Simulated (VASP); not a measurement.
Level of theory: RPBE GGA, VASP's PBE PAW potentials (set 64) (plane waves; VASP).

The input files of a VASP run:

### INCAR
```
SYSTEM  =  C
PREC  =  Accurate; ENCUT  =  520; LREAL  =  .FALSE.
LASPH  =  .TRUE.
EDIFF  =  1E-6; NELM  =  100; ALGO  =  Normal
ISMEAR  =  0; SIGMA  =  0.05
GGA  =  RP
IBRION  =  2; NSW  =  60; ISIF  =  3
EDIFFG  =  -0.02
LWAVE  =  .FALSE.; LCHARG  =  .FALSE.
```

**POSCAR**
```
C
1.0
  1.2393111053  -2.1465492977   0.0000000000
  1.2393111053   2.1465492977   0.0000000000
  0.0000000000   0.0000000000   7.8179867997
C
4
Cartesian
  0.0000000000   0.0000000000   1.9544966999
  0.0000000000   0.0000000000   5.8634900998
  1.2393111053   0.7155178636   1.9544966999
  1.2393111053  -0.7155178636   5.8634900998
```

**KPOINTS**
```
Automatic mesh
0
Gamma
9 9 3
0 0 0
```

POTCAR, in this order: C (PBE.64 set). Program: vasp_std.

The run wrote:

**OUTCAR**
```
 ion  position               nearest neighbor table
   1  0.000  0.000  0.250-   3 1.43   3 1.43   3 1.43
   2  0.000  0.000  0.750-   4 1.43   4 1.43   4 1.43
   3  0.333  0.667  0.250-   1 1.43   1 1.43   1 1.43
   4  0.667  0.333  0.750-   2 1.43   2 1.43   2 1.43
  LATTYP: Found a hexagonal cell.
 ALAT       =     2.4786217749
 C/A-ratio  =     3.1541669160
 Subroutine PRICEL returns:
 Original cell was already a primitive cell.
 Subroutine GETGRP returns: Found 24 space group operations
The static configuration has the point symmetry D_3d.
 The point group associated with its full space group is D_6h.
The dynamic configuration has the point symmetry D_3d.
 Subroutine INISYM returns: Found 24 space group operations
 Subroutine IBZKPT returns following result:
 Found     24 irreducible k-points:

 Following reciprocal coordinates:
            Coordinates               Weight
  0.000000  0.000000  0.000000      1.000000
  0.111111 -0.000000  0.000000      6.000000
  0.222222  0.000000  0.000000      6.000000
  0.333333  0.000000  0.000000      6.000000
  0.444444  0.000000  0.000000      6.000000
...
```

File OSZICAR:
```
...
DAV:   6    -0.352342046291E+02   -0.69262E-05   -0.11563E-04   660   0.732E-02    0.690E-02
DAV:   7    -0.352342316535E+02   -0.27024E-04   -0.23002E-05   708   0.363E-02    0.969E-02
DAV:   8    -0.352342433969E+02   -0.11743E-04   -0.28296E-06   664   0.139E-02    0.111E-01
DAV:   9    -0.352342458070E+02   -0.24101E-05   -0.10760E-07   428   0.307E-03    0.113E-01
DAV:  10    -0.352342240745E+02    0.21732E-04   -0.71311E-06   636   0.209E-02    0.926E-02
DAV:  11    -0.352341953324E+02    0.28742E-04   -0.23845E-05   664   0.389E-02    0.545E-02
DAV:  12    -0.352341784602E+02    0.16872E-04   -0.22500E-05   684   0.382E-02    0.175E-02
DAV:  13    -0.352341747807E+02    0.36795E-05   -0.35204E-06   684   0.155E-02    0.338E-03
DAV:  14    -0.352341738138E+02    0.96683E-06   -0.30845E-07   404   0.498E-03
   5 F= -.35234174E+02 E0= -.35233467E+02  d E =-.528942E-02
       N       E                     dE             d eps       ncg     rms          rms(c)
DAV:   1    -0.352344109927E+02   -0.23621E-03   -0.16044E-03   592   0.328E-01    0.260E-02
DAV:   2    -0.352343809744E+02    0.30018E-04   -0.38699E-05   604   0.488E-02    0.142E-02
DAV:   3    -0.352343668472E+02    0.14127E-04   -0.43149E-05   660   0.452E-02    0.435E-03
DAV:   4    -0.352343668728E+02   -0.25643E-07   -0.82582E-07   520   0.765E-03
   6 F= -.35234367E+02 E0= -.35233660E+02  d E =-.193059E-03
       N       E                     dE             d eps       ncg     rms          rms(c)
DAV:   1    -0.352353461110E+02   -0.97926E-03   -0.14479E-02   592   0.985E-01    0.790E-02
DAV:   2    -0.352350675156E+02    0.27860E-03   -0.35310E-04   592   0.147E-01    0.432E-02
DAV:   3    -0.352349371095E+02    0.13041E-03   -0.39616E-04   652   0.136E-01    0.130E-02
DAV:   4    -0.352349373255E+02   -0.21602E-06   -0.78044E-06   632   0.229E-02
   7 F= -.35234937E+02 E0= -.35234229E+02  d E =-.763512E-03
       N       E                     dE             d eps       ncg     rms          rms(c)
DAV:   1    -0.352376646843E+02   -0.27276E-02   -0.57644E-02   592   0.196E+00    0.158E-01
DAV:   2    -0.352365569459E+02    0.11077E-02   -0.14026E-03   592   0.294E-01    0.867E-02
DAV:   3    -0.352360400212E+02    0.51692E-03   -0.15817E-03   644   0.272E-01    0.259E-02
DAV:   4    -0.352360407868E+02   -0.76553E-06   -0.30811E-05   644   0.454E-02    0.253E-02
DAV:   5    -0.352360401841E+02    0.60268E-06   -0.31774E-06   636   0.211E-02
   8 F= -.35236040E+02 E0= -.35235330E+02  d E =-.186637E-02
       N       E                     dE             d eps       ncg     rms          rms(c)
DAV:   1    -0.352448130299E+02   -0.87722E-02   -0.23054E-01   592   0.392E+00    0.330E-01
DAV:   2    -0.352402175818E+02    0.45954E-02   -0.57074E-03   592   0.593E-01    0.180E-01
DAV:   3    -0.352381000863E+02    0.21175E-02   -0.65707E-03   644   0.557E-01    0.524E-02
DAV:   4    -0.352381034614E+02   -0.33751E-05   -0.12710E-04   636   0.922E-02    0.516E-02
DAV:   5    -0.352380966947E+02    0.67667E-05   -0.67753E-06   660   0.295E-02    0.252E-02
DAV:   6    -0.352381088700E+02   -0.12175E-04   -0.96231E-05   588   0.945E-02    0.485E-02
DAV:   7    -0.352380966525E+02    0.12218E-04   -0.11643E-05   656   0.290E-02    0.168E-02
DAV:   8    -0.352380903251E+02    0.63274E-05   -0.12003E-05   640   0.270E-02    0.154E-02
DAV:   9    -0.352380929161E+02   -0.25910E-05   -0.13023E-06   432   0.107E-02    0.336E-03
DAV:  10    -0.352380936142E+02   -0.69815E-06   -0.18416E-07   380   0.410E-03
   9 F= -.35238094E+02 E0= -.35237378E+02  d E =-.391980E-02
       N       E                     dE             d eps       ncg     rms          rms(c)
DAV:   1    -0.352673317375E+02   -0.29239E-01   -0.89391E-01   592   0.770E+00    0.629E-01
DAV:   2    -0.352498823021E+02    0.17449E-01   -0.21693E-02   592   0.116E+00    0.347E-01
DAV:   3    -0.352416353280E+02    0.82470E-02   -0.25730E-02   644   0.110E+00    0.107E-01
DAV:   4    -0.352416481058E+02   -0.12778E-04   -0.50301E-04   632   0.183E-01    0.109E-01
DAV:   5    -0.352416331489E+02    0.14957E-04   -0.10418E-05   724   0.276E-02    0.101E-01
DAV:   6    -0.352422579930E+02   -0.62484E-03   -0.37902E-03   580   0.536E-01    0.479E-01
DAV:   7    -0.352416957154E+02    0.56228E-03   -0.10439E-03   580   0.267E-01    0.174E-01
DAV:   8    -0.352416076586E+02    0.88057E-04   -0.21625E-04   632   0.121E-01    0.301E-02
DAV:   9    -0.352416080312E+02   -0.37261E-06   -0.34317E-06   656   0.197E-02
  10 F= -.35241608E+02 E0= -.35240878E+02  d E =-.743422E-02
       N       E                     dE             d eps       ncg     rms          rms(c)
DAV:   1    -0.353453512879E+02   -0.10374E+00   -0.34240E+00   600   0.150E+01    0.122E+00
DAV:   2    -0.352789494293E+02    0.66402E-01   -0.84024E-02   604   0.227E+00    0.681E-01
DAV:   3    -0.352464095775E+02    0.32540E-01   -0.10430E-01   644   0.220E+00    0.223E-01
DAV:   4    -0.352464043922E+02    0.51853E-05   -0.19346E-03   636   0.357E-01    0.221E-01
DAV:   5    -0.352462849252E+02    0.11947E-03   -0.43691E-05   684   0.632E-02    0.171E-01
DAV:   6    -0.352464071981E+02   -0.12227E-03   -0.27254E-03   580   0.508E-01    0.248E-01
DAV:   7    -0.352462747868E+02    0.13241E-03   -0.13117E-04   644   0.103E-01    0.149E-01
DAV:   8    -0.352461842133E+02    0.90573E-04   -0.22522E-04   600   0.120E-01    0.722E-03
DAV:   9    -0.352461815797E+02    0.26336E-05   -0.19725E-05   696   0.359E-02    0.364E-02
DAV:  10    -0.352461865663E+02   -0.49866E-05   -0.40202E-06   640   0.185E-02    0.133E-02
DAV:  11    -0.352461889691E+02   -0.24028E-05   -0.88189E-07   448   0.885E-03    0.282E-03
DAV:  12    -0.352461896036E+02   -0.63446E-06   -0.24366E-07   380   0.469E-03
  11 F= -.35246190E+02 E0= -.35245415E+02  d E =-.120158E-01
       N       E                     dE             d eps       ncg     rms          rms(c)
DAV:   1    -0.356146903470E+02   -0.36850E+00   -0.12699E+01   600   0.284E+01    0.232E+00
DAV:   2    -0.353718379409E+02    0.24285E+00   -0.32134E-01   596   0.441E+00    0.132E+00
DAV:   3    -0.352457443112E+02    0.12609E+00   -0.41455E-01   644   0.434E+00    0.462E-01
DAV:   4    -0.352454376968E+02    0.30661E-03   -0.72659E-03   632   0.679E-01    0.419E-01
DAV:   5    -0.352446442553E+02    0.79344E-03   -0.17577E-03   604   0.460E-01    0.101E-01
DAV:   6    -0.352448054476E+02   -0.16119E-03   -0.16736E-03   596   0.419E-01    0.171E-01
DAV:   7    -0.352447322493E+02    0.73198E-04   -0.50426E-05   704   0.624E-02    0.118E-01
DAV:   8    -0.352446519987E+02    0.80251E-04   -0.37007E-04   596   0.141E-01    0.426E-02
DAV:   9    -0.352446534393E+02   -0.14406E-05   -0.69282E-06   680   0.248E-02    0.263E-02
DAV:  10    -0.352446561275E+02   -0.26882E-05   -0.47590E-06   628   0.178E-02    0.446E-03
DAV:  11    -0.352446573717E+02   -0.12441E-05   -0.23892E-07   476   0.468E-03    0.310E-04
DAV:  12    -0.352446574418E+02   -0.70069E-07   -0.46302E-08   372   0.224E-03
  12 F= -.35244657E+02 E0= -.35243748E+02  d E =-.104836E-01
       N       E                     dE             d eps       ncg     rms          rms(c)
DAV:   1    -0.353874144454E+02   -0.14276E+00   -0.49487E+00   600   0.183E+01    0.151E+00
DAV:   2    -0.352935276955E+02    0.93887E-01   -0.11855E-01   584   0.264E+00    0.812E-01
DAV:   3    -0.352487950416E+02    0.44733E-01   -0.13171E-01   620   0.251E+00    0.248E-01
DAV:   4    -0.352482541843E+02    0.54086E-03   -0.26794E-03   636   0.417E-01    0.182E-01
DAV:   5    -0.352474029462E+02    0.85124E-03   -0.88483E-04   616   0.297E-01    0.407E-02
DAV:   6    -0.352473927825E+02    0.10164E-04   -0.21221E-05   704   0.350E-02    0.309E-02
DAV:   7    -0.352473899686E+02    0.28138E-05   -0.21512E-05   636   0.365E-02    0.299E-03
DAV:   8    -0.352473891860E+02    0.78258E-06   -0.20978E-06   604   0.123E-02
  13 F= -.35247389E+02 E0= -.35246570E+02  d E =-.132154E-01
```

### OUTCAR
```
------------------------ aborting loop because EDIFF is reached ----------------------------------------
  FORCE on cell =-STRESS in cart. coord.  units (eV):
  Direction    XX          YY          ZZ          XY          YZ          ZX
  --------------------------------------------------------------------------------------
  Total        0.0474751      0.0474751      0.0153179      0.0000000      0.0000000     -0.0000000
  in kB        1.6542869      1.6542862      0.5337585      0.0000000      0.0000000     -0.0000000
  external PRESSURE =       1.2807772 kB  Pullay stress =       0.0000000 kB
  volume of cell :       45.98
      direct lattice vectors                 reciprocal lattice vectors
     1.239047165 -2.146092139 -0.000000000     0.403535890 -0.232981609 -0.000000000
     1.239047165  2.146092139 -0.000000000     0.403535890  0.232981609 -0.000000000
     0.000000000  0.000000000  8.645685938     0.000000000  0.000000000  0.115664622
 POSITION                                       TOTAL-FORCE (eV/Angst)
 -----------------------------------------------------------------------------------
      0.00000      0.00000      2.16142         0.000000     -0.000000     -0.000000
      0.00000     -0.00000      6.48426        -0.000000     -0.000000     -0.000000
      1.23905      0.71537      2.16142         0.000000     -0.000000     -0.000000
      1.23905     -0.71537      6.48426        -0.000000      0.000000      0.000000
 -----------------------------------------------------------------------------------
    total drift:                                0.000000     -0.000000      0.000000
  FREE ENERGIE OF THE ION-ELECTRON SYSTEM (eV)
  ---------------------------------------------------
  free  energy   TOTEN  =       -35.2473891860 eV

  energy  without entropy=      -35.2457501002  energy(sigma->0) =      -35.24656964

 reached required accuracy - stopping structural energy minimisation
```
(Selected blocks of OUTCAR.)

File CONTCAR:
```
C
   1.00000000000000
     1.2390471645767767   -2.1460921393844461   -0.0000000000000000
     1.2390471645767767    2.1460921393844461   -0.0000000000000000
     0.0000000000000000    0.0000000000000000    8.6456859378173565
  C
     4
Direct
     0.0000000000000000    0.0000000000000000    0.2500000000000000
     0.0000000000000000    0.0000000000000000    0.7500000000000000
     0.3333330000000032    0.6666669999999968    0.2500000000000000
     0.6666669999999968    0.3333330000000032    0.7500000000000000
```

**OUTCAR**
```
 val. band max:        2.7412043724   @ k =   0.3333   0.3333   0.0000

 cond. band min:       2.7417739914   @ k =   0.3333   0.3333   0.3333


 Fermi energy:         2.7415439571

 k-point     1 :       0.0000    0.0000    0.0000
  band No.  band energies     occupation
      1     -16.7574      2.00000
      2     -16.7276      2.00000
      3      -4.9735      2.00000
      4      -4.5487      2.00000
      5      -0.2958      2.00000
      6      -0.2957      2.00000
      7      -0.2946      2.00000
      8      -0.2945      2.00000
      9       6.0786      0.00000
     10       9.2772      0.00000
     11      10.9649      0.00000
     12      10.9650      0.00000

 k-point     2 :       0.1111   -0.0000    0.0000
  band No.  band energies     occupation
      1     -16.4675      2.00000
      2     -16.4382      2.00000
      3      -4.6272      2.00000
      4      -4.2094      2.00000
      5      -1.4183      2.00000
      6      -1.4155      2.00000
      7      -0.8614      2.00000
      8      -0.8594      2.00000
      9       6.4561      0.00000
     10       9.6281      0.00000
     11      11.0105      0.00000
     12      11.0459      0.00000

 k-point     3 :       0.2222    0.0000    0.0000
  band No.  band energies     occupation
      1     -15.6034      2.00000
      2     -15.5761      2.00000
      3      -3.9709      2.00000
      4      -3.9646      2.00000
      5      -3.6061      2.00000
      6      -3.2105      2.00000
      7      -2.0019      2.00000
      8      -1.9991      2.00000
      9       7.5876      0.00000
     10      10.4205      0.00000
     11      10.6343      0.00000
     12      10.7223      0.00000

 k-point     4 :       0.3333    0.0000    0.0000
  band No.  band energies     occupation
      1     -14.1871      2.00000
      2     -14.1629      2.00000
      3      -6.8931      2.00000
      4      -6.8823      2.00000
      5      -3.0092      2.00000
      6      -3.0061      2.00000
...
```

Energy and stress use the plane-wave basis of the starting cell. Without a dispersion term in the relaxation, distances and binding between the weakly bound layers, chains or molecules are unreliable, and so is what depends on them.

The compound is C in the graphite structure. This run relaxes it. Symmetry was kept, so distortions that lower it aren't found. The k-mesh is coarse (spacing up to 0.33 per Å, 2π included), so the numbers may not be converged in it. The start is the result of an earlier pass.
